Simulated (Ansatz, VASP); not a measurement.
# Two plane-wave programs on BiN

The input INCAR:

```
PREC     = Accurate       # precision mode
ENCUT    = 520            # plane-wave cutoff, eV
EDIFF    = 1E-6           # SCF threshold, eV
ISMEAR   = 0              # smearing method
SIGMA    = 0.05           # smearing width, eV
LREAL    = F              # projectors in reciprocal space
LASPH    = T              # aspherical terms in the spheres
NELM     = 60             # most SCF steps
ALGO     = Fast           # electronic algorithm
ISIF     = 2              # what is computed and relaxed
LWAVE    = F              # write WAVECAR
LCHARG   = T              # write CHGCAR
GGA      = PE             # functional
LELF     = T              # ELF
LVHAR    = T            
NBANDS   = 17             # bands
```

KPOINTS

```
Automatic mesh
0
Gamma
  6 6 6
```

File POSCAR:

```
BiN
1.0
    0.0000000000      2.5770502078      2.5770502078
    2.5770502078      0.0000000000      2.5770502078
    2.5770502078      2.5770502078      0.0000000000
Bi N
1 1
Direct
    0.0000000000      0.0000000000      0.0000000000
    0.5000000000      0.5000000000      0.5000000000
```

Input for Ansatz:

```yaml
crystal:
  lattice:
    - [0.0, 2.5770502078, 2.5770502078]
    - [2.5770502078, 0.0, 2.5770502078]
    - [2.5770502078, 2.5770502078, 0.0]
  atoms:
    - { symbol: Bi, position: [0.0, 0.0, 0.0] }
    - { symbol: "N", position: [0.5, 0.5, 0.5] }
basis:
  ecutwfc: 420
kpoints:
  mp_grid: { grid: [6, 6, 6] }
hamiltonian:
  xc: pbe
scf:
  occupations: { method: gaussian, width: 0.05 }
output:
  forces: true
  stress: true
  eigenvalues: true
```

The cell comes from a database or a generator and needn't be the stable form of this composition.

Alike in both runs: task single point; functional PBE; k mesh 6 × 6 × 6; occupations gaussian, width 0.05 eV; no spin polarisation.

|  | VASP | Ansatz |
| --- | --- | --- |
| version | VASP 6.6.1 | Ansatz 0.2.0 |
| potentials or method | VASP PAW PBE potentials, release 64 (Bi_d, N) | scalar-relativistic, plane waves, PAW |
| plane-wave cutoff (eV) | 520 | 420 |
| valence electrons in the cell | 20 | 20 |

|  | VASP | Ansatz | Ansatz less VASP |
| --- | --- | --- | --- |
| gap on the k mesh at the Fermi level (eV) | 1.07 | 1.06 | -0.005 |
| least direct gap on the mesh (eV) | 1.07 | 1.06 | -0.005 |
| pressure (GPa) | -0.8 | -0.8 | +0.02 |

With one functional, cell and mesh, what is left measures potentials, basis and numerics.

Caveats: spin-orbit coupling is left out, which as a rule narrows the gap of such compounds by several tenths of an eV. Expect the measured gap to be larger: semilocal functionals such as PBE lack the derivative discontinuity. A k mesh can miss the band edges.
